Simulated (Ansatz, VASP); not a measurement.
# HfAl3O4 in VASP and in Ansatz

File INCAR:

```
PREC     = Accurate       # precision mode
ENCUT    = 520            # plane-wave cutoff, eV
EDIFF    = 1E-7           # SCF threshold, eV
ISMEAR   = 0              # smearing method
SIGMA    = 0.1            # smearing width, eV
LREAL    = F              # projectors in reciprocal space
LASPH    = T              # aspherical terms in the spheres
NELM     = 60             # most SCF steps
ALGO     = Normal         # electronic algorithm
ISIF     = 2              # what is computed and relaxed
LWAVE    = F              # write WAVECAR
LCHARG   = F              # write CHGCAR
GGA      = PE             # functional
NBANDS   = 32             # bands
```

The input KPOINTS:

```
Automatic mesh
0
Gamma
  4 4 4
```

The input POSCAR:

```
HfAl3O4
1.0
   -3.1110746100      3.1110746100      3.1110746100
    3.1110746100     -3.1110746100      3.1110746100
    3.1110746100      3.1110746100     -3.1110746100
Hf Al O
1 3 4
Direct
    0.0000000000      0.0000000000      0.0000000000
    0.0000000000      0.5000000000      0.5000000000
    0.5000000000      0.0000000000      0.5000000000
    0.5000000000      0.5000000000      0.0000000000
    0.5000000000      0.5000000000      0.5000000000
    0.0000000000      0.0000000000      0.5000000000
    0.0000000000      0.5000000000      0.0000000000
    0.5000000000      0.0000000000      0.0000000000
```

Input for Ansatz:

```yaml
crystal:
  lattice:
    - [-3.11107461, 3.11107461, 3.11107461]
    - [3.11107461, -3.11107461, 3.11107461]
    - [3.11107461, 3.11107461, -3.11107461]
  atoms:
    - { symbol: Hf, position: [0.0, 0.0, 0.0] }
    - { symbol: Al, position: [0.0, 0.5, 0.5] }
    - { symbol: Al, position: [0.5, 0.0, 0.5] }
    - { symbol: Al, position: [0.5, 0.5, 0.0] }
    - { symbol: O, position: [0.5, 0.5, 0.5] }
    - { symbol: O, position: [0.0, 0.0, 0.5] }
    - { symbol: O, position: [0.0, 0.5, 0.0] }
    - { symbol: O, position: [0.5, 0.0, 0.0] }
basis:
  ecutwfc: 420
kpoints:
  mp_grid: { grid: [4, 4, 4] }
hamiltonian:
  xc: pbe
scf:
  occupations: { method: gaussian, width: 0.1 }
  lower_state_search: "off"
output:
  forces: true
  stress: true
  eigenvalues: true
```

Alike in both runs: task single point; functional PBE; k mesh 4 × 4 × 4; occupations gaussian, width 0.1 eV; no spin polarisation.

|  | VASP | Ansatz |
| --- | --- | --- |
| version | VASP 6.6.1 | Ansatz 0.2.0 |
| potentials or method | VASP PAW PBE potentials, release 64 (Hf_pv, Al, O) | scalar-relativistic, plane waves, PAW |
| plane-wave cutoff (eV) | 520 | 420 |
| valence electrons in the cell | 43 | 59 |

Ansatz gave:

```
gap on the k mesh at the Fermi level (eV) : none
pressure (GPa)                            : -23.7
```

Task: What did VASP give for the same quantities?

Result: gap on the k mesh at the Fermi level (eV): none; pressure (GPa): -24.1.

A gap of «none» marks a metal or a gap that the smearing closes. With one functional, cell and mesh, what is left measures potentials, basis and numerics. The two sets of potentials don't hold the same shells in valence.

Caveats: so large a pressure means that the cell lies far from this level's equilibrium, or that cutoff or potentials fall short (VASP); an odd number of electrons without spin polarisation forces a metal; a magnetic or distorted state may lie lower. The runs have no spin-orbit coupling, so splittings on Hf are missing.
